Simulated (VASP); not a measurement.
Crystal: WC.

```
CELL_PARAMETERS angstrom
2.90650 0.00000 0.00000
-1.45325 2.51710 0.00000
0.00000 0.00000 2.83660
ATOMIC_POSITIONS crystal
W 0.00000 0.00000 0.00000
C 0.66667 0.33333 0.50000
```

```yaml
Program: VASP 6.6.1
Task: relaxation of cell and atoms
Functional: LDA
Potentials_or_basis: VASP PAW LDA potentials, release 64 (W_sv, C)
Cutoff: 520 eV
k_mesh: 18 × 18 × 14
Occupations: gaussian, width 0.1 eV
Spin: no spin polarisation
```

At the start: pressure -7.4 GPa; volume 10.38 Å³/atom.

Where does the relaxation end?

Over 16 steps the energy falls by 4.3 meV/atom and the volume is 10.19 Å³/atom (-1.8 %); space group P-6m2 (No. 187, to 0.05 Å).

Step by step:
```csv
step,energy change (eV),largest force (eV/Å),pressure (GPa),volume (Å³)
1,0.0000,0.0000,-7.38,20.75
2,0.0689,0.0000,24.77,19.35
3,-0.0087,0.0000,-0.20,20.39
4,-0.0087,0.0000,-0.04,20.39
5,-0.0087,0.0000,0.11,20.38
6,-0.0087,0.0000,-0.32,20.40
7,-0.0087,0.0000,-0.07,20.39
8,-0.0087,0.0000,-0.07,20.39
9,-0.0087,0.0000,-0.07,20.38
10,-0.0087,0.0000,0.11,20.38
11,-0.0087,0.0000,0.02,20.38
12,-0.0087,0.0000,0.02,20.38
13,-0.0087,0.0000,-0.02,20.38
14,-0.0087,0.0000,0.00,20.38
15,-0.0087,0.0000,0.00,20.38
16,-0.0087,0.0000,0.00,20.38
```

Final structure:
```cif
data_structure
_symmetry_space_group_name_H-M 'P 1'
_symmetry_Int_Tables_number 1
_cell_length_a 2.8895
_cell_length_b 2.8895
_cell_length_c 2.8187
_cell_angle_alpha 90.000
_cell_angle_beta 90.000
_cell_angle_gamma 120.000
_cell_volume 20.38
loop_
_atom_site_label
_atom_site_type_symbol
_atom_site_fract_x
_atom_site_fract_y
_atom_site_fract_z
_atom_site_occupancy
W1 W 0.00000 0.00000 0.00000 1
C1 C 0.66667 0.33333 0.50000 1
```
